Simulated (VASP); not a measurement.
Input of a VASP 6.6.1 run:

Contents of INCAR:

```
SYSTEM = AgB
  ALGO = Fast
  EDIFF = 1E-6
  EDIFFG = -0.01
  ENCUT = 600
  GGA = PE
  IBRION = 2
  ISIF = 3
  ISMEAR = -1
  LASPH = .True.
  LCHARG = .False.
  LREAL = .False.
  LWAVE = .False.
  NELM = 60
  NSW = 60
  PREC = Accurate
  SIGMA = 0.1
```

The input KPOINTS:

```
k-points
0
Gamma
  6 6 6
  0 0 0
```

File POSCAR:

```
AgB
1.0
    2.9400160000      0.0000000000      0.0000000000
    0.0000000000      2.9400160000      0.0000000000
    0.0000000000      0.0000000000      2.9400160000
Ag B
1 1
Direct
    0.0000000000      0.0000000000      0.0000000000
    0.5000000000      0.5000000000      0.5000000000
```

Potentials or basis: VASP PAW PBE potentials, release 64 (Ag, B).

The run is started by

```console
$ cat potpaw_PBE.64/Ag/POTCAR potpaw_PBE.64/B/POTCAR > POTCAR
$ mpirun -np 1 vasp_std > vasp.out
```

Problem. Estimate the band gap on the k mesh.

Solution. None (metal or under the smearing width).

Problem. What does it give for the space group after relaxing (to 0.05 Å)?

Solution. Pm-3m (No. 221).

Step by step:
```
step  energy change (eV)  largest force (eV/Å)  pressure (GPa)  volume (Å³)
   1              0.0000                0.0000           -3.65        25.41
   2             -0.0087                0.0000            1.13        24.36
   3             -0.0094                0.0000           -0.02        24.60
```
